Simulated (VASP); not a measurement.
Cost and result of VASP (PAW) for the bulk modulus of BaTiO$_{3}$ (cubic perovskite). Static lattice, third-order Birch-Murnaghan fit over five volumes. The cost counts the five points of the equation of state, each on the mesh and cut-off of its row, so the ratios hold those differences too. With PBE it took about 2 core-minutes. Costs are core time on shared hosts, one run each; read them as rough ratios.

Measured: 162 GPa (as given by Yu-ichiro Matsushita et al., Physical Review B (2011), arXiv:1104.2769).

| level | k-mesh | cut-off (eV) | bulk modulus (GPa) | error (%) | cost over PBE |
|---|---|---|---|---|---|
| PBE-D4 | 6×6×6 | 520 | 166 | +2.8 | within a factor of 2 |
| PBE-D3 (zero damping) | 6×6×6 | 520 | 167 | +3.1 | within a factor of 2 |
| RPBE | 6×6×6 | 520 | 147 | -9.4 | within a factor of 2 |
| revPBE | 6×6×6 | 520 | 150 | -7.2 | within a factor of 2 |
| PBE | 6×6×6 | 520 | 161 | -0.7 | reference |
| vdW-DF2 | 6×6×6 | 520 | 150 | -7.2 | about 2 times |
| MS2 | 6×6×6 | 520 | 177 | +9.3 | about 5 times |
| revTPSS | 6×6×6 | 520 | 172 | +6.2 | about 5 times |
| r2SCAN+rVV10 | 6×6×6 | 520 | 183 | +13.2 | about 6 times |

Within 3 % of the measurement lie PBE-D4, PBE; PBE-D4, PBE stand at the low end of their costs, within a factor of 2 against PBE.

Left out are levels that failed, ran on another kind of processor or have no fit band path; at most nine are shown.

The compound is BaTiO3 in the cubic perovskite structure, the ideal cubic form; the compound distorts at low or room temperature.
